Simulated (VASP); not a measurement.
Crystal: MoS2.

```
CELL_PARAMETERS angstrom
3.16900 0.00000 0.00000
-1.58450 2.74443 0.00000
0.00000 0.00000 12.32400
ATOMIC_POSITIONS crystal
Mo 0.33333 0.66667 0.25000
Mo 0.66667 0.33333 0.75000
S 0.33333 0.66667 0.62300
S 0.66667 0.33333 0.12300
S 0.33333 0.66667 0.87700
S 0.66667 0.33333 0.37700
```

- Program: VASP 6.6.1
- Task: relaxation of cell and atoms
- Functional: PBE
- Dispersion: D3(BJ)
- Potentials or basis: VASP PAW PBE potentials, release 64 (Mo_sv, S)
- Cutoff: 600 eV
- k mesh: 12 × 12 × 3
- Occupations: gaussian, width 0.03 eV
- Spin: no spin polarisation

At the start: pressure -2.1 GPa; volume 17.86 Å³/atom.

Task: How do energy, volume and symmetry change on relaxing?

Result: Over 11 steps the energy falls by 2.8 meV/atom and the volume is 17.30 Å³/atom (-3.2 %); space group P6_3/mmc (No. 194, to 0.05 Å).

Step by step:
| step | energy change (eV) | largest force (eV/Å) | pressure (GPa) | volume (Å³) |
| --- | --- | --- | --- | --- |
| 1 | 0.0000 | 0.0753 | -2.05 | 107.18 |
| 2 | 0.0163 | 0.5260 | 3.47 | 103.67 |
| 3 | -0.0088 | 0.1417 | -0.09 | 105.86 |
| 4 | -0.0114 | 0.0580 | -0.06 | 105.44 |
| 5 | -0.0115 | 0.0366 | -0.07 | 105.33 |
| 6 | -0.0130 | 0.0355 | -0.03 | 105.08 |
| 7 | -0.0160 | 0.0313 | 0.07 | 104.31 |
| 8 | -0.0149 | 0.0206 | 0.41 | 102.76 |
| 9 | -0.0168 | 0.0313 | 0.21 | 103.72 |
| 10 | -0.0145 | 0.1359 | -1.02 | 104.15 |
| 11 | -0.0169 | 0.0015 | -0.01 | 103.80 |

Final structure:
```
CELL_PARAMETERS angstrom
3.14878 0.00000 0.00000
-1.57439 2.72692 0.00000
0.00000 0.00000 12.08852
ATOMIC_POSITIONS crystal
Mo 0.33333 0.66667 0.25000
Mo 0.66667 0.33333 0.75000
S 0.33333 0.66667 0.62053
S 0.66667 0.33333 0.12053
S 0.33333 0.66667 0.87947
S 0.66667 0.33333 0.37947
```
